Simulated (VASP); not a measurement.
Level of theory: LDA (Ceperley-Alder, Perdew-Zunger), VASP's LDA PAW potentials (set 64) (plane waves; VASP).

The input files of a VASP run:

POSCAR:
```
GaSb
1
    0.0000000000     2.9536124440     2.9536124440
    2.9536124440    -0.0000000000     2.9536124440
    2.9536124440     2.9536124440    -0.0000000000
Ga Sb
1 1
Direct
  0.0000000000   0.0000000000   0.0000000000
  0.2500000000   0.2500000000   0.2500000000
```

**KPOINTS**
```
Automatic mesh
0
Gamma
8 8 8
0 0 0
```

### INCAR
```
! general
SYSTEM =GaSb
PREC   =Accurate
ENCUT  =500
LREAL  =F
LASPH  =T

! electronic loop
EDIFF  =1E-6
NELM   =100
ALGO   =Normal
LMAXMIX=4

! smearing
ISMEAR =0
SIGMA  =0.05

! ions
IBRION =2
NSW    =40
ISIF   =3
EDIFFG =-0.02
PSTRESS=50

! output
LWAVE  =F
LCHARG =F
```

POTCAR, in this order: Ga_d Sb (LDA.64 set). Program: vasp_std.

What VASP printed:

File OSZICAR:
```
       N       E                     dE             d eps       ncg     rms          rms(c)
DAV:   1     0.788889732046E+02    0.78889E+02   -0.86764E+03   754   0.171E+03
DAV:   2    -0.302020451726E+01   -0.81909E+02   -0.79576E+02   849   0.320E+02
DAV:   3    -0.865975717995E+01   -0.56396E+01   -0.56174E+01   889   0.745E+01
DAV:   4    -0.875808693962E+01   -0.98330E-01   -0.98280E-01   922   0.108E+01
DAV:   5    -0.876046038128E+01   -0.23734E-02   -0.23734E-02   923   0.143E+00    0.376E+00
DAV:   6    -0.865335044609E+01    0.10711E+00   -0.91145E-02  1026   0.557E+00    0.222E+00
DAV:   7    -0.860931911230E+01    0.44031E-01   -0.80211E-02   829   0.242E+00    0.321E-01
DAV:   8    -0.860917208821E+01    0.14702E-03   -0.55313E-03   903   0.110E+00    0.123E-01
DAV:   9    -0.860923065336E+01   -0.58565E-04   -0.42226E-04   853   0.189E-01    0.422E-02
DAV:  10    -0.860922244568E+01    0.82077E-05   -0.20296E-05   926   0.407E-02    0.125E-02
DAV:  11    -0.860922543322E+01   -0.29875E-05   -0.44087E-06   839   0.210E-02    0.489E-03
DAV:  12    -0.860922540013E+01    0.33095E-07   -0.18629E-07   447   0.383E-03
   1 F= -.70009888E+01 E0= -.70009888E+01  d E =-.700099E+01
```

**OUTCAR**
```
------------------------ aborting loop because EDIFF is reached ----------------------------------------
  FORCE on cell =-STRESS in cart. coord.  units (eV):
  Direction    XX          YY          ZZ          XY          YZ          ZX
  --------------------------------------------------------------------------------------
  Total        1.5864982      1.5864982      1.5864982     -0.0000000      0.0000000      0.0000000
  in kB       49.3241528     49.3241528     49.3241528     -0.0000000      0.0000000      0.0000000
  external PRESSURE =      -0.6758472 kB  Pullay stress =      50.0000000 kB
  volume of cell :       51.53
      direct lattice vectors                 reciprocal lattice vectors
     0.000000000  2.953612444  2.953612444    -0.169284227  0.169284227  0.169284227
     2.953612444  0.000000000  2.953612444     0.169284227 -0.169284227  0.169284227
     2.953612444  2.953612444  0.000000000     0.169284227  0.169284227 -0.169284227
  FREE ENERGIE OF THE ION-ELECTRON SYSTEM (eV)
  ---------------------------------------------------
  free  energy   TOTEN  =        -8.6092254001 eV

  energy  without entropy=       -8.6092254001  energy(sigma->0) =       -8.60922540
  enthalpy is  TOTEN    =        -7.0009887876 eV   P V=        1.6082366126

 reached required accuracy - stopping structural energy minimisation
```
(Selected blocks of OUTCAR.)

### OUTCAR
```
 val. band max:        5.8319049274   @ k =   0.0000   0.0000   0.0000

 cond. band min:       6.3636325072   @ k =   0.5000   0.0000   0.0000


 Fermi energy:         6.0922789470

 k-point     1 :       0.0000    0.0000    0.0000
  band No.  band energies     occupation
      1      -9.5601      2.00000
      2      -9.5601      2.00000
      3      -9.5601      2.00000
      4      -9.4925      2.00000
      5      -9.4925      2.00000
      6      -6.4663      2.00000
      7       5.8319      2.00000
      8       5.8319      2.00000
      9       5.8319      2.00000
     10       6.4840      0.00000
     11       8.5413      0.00000
     12       8.5413      0.00000
     13       8.5413      0.00000

 k-point     2 :       0.1250    0.0000    0.0000
  band No.  band energies     occupation
      1      -9.5666      2.00000
      2      -9.5575      2.00000
      3      -9.5575      2.00000
      4      -9.4929      2.00000
      5      -9.4929      2.00000
      6      -6.2846      2.00000
      7       3.8207      2.00000
      8       5.5273      2.00000
      9       5.5273      2.00000
     10       7.1643      0.00000
     11       8.9398      0.00000
     12       8.9398      0.00000
     13       9.4126      0.00000

 k-point     3 :       0.2500    0.0000    0.0000
  band No.  band energies     occupation
      1      -9.5818      2.00000
      2      -9.5517      2.00000
      3      -9.5517      2.00000
      4      -9.4934      2.00000
      5      -9.4934      2.00000
      6      -5.7637      2.00000
      7       1.5501      2.00000
      8       5.0079      2.00000
      9       5.0079      2.00000
     10       6.8034      0.00000
     11       9.4911      0.00000
     12       9.4911      0.00000
     13      11.3915      0.00000

 k-point     4 :       0.3750    0.0000    0.0000
  band No.  band energies     occupation
      1      -9.5964      2.00000
      2      -9.5467      2.00000
      3      -9.5467      2.00000
...
```

Unless said otherwise, spin-orbit coupling is left out, though it shifts the bands of the heavy elements here.

The compound is GaSb in the zinc blende structure. It was relaxed first under an external pressure of 5 GPa.
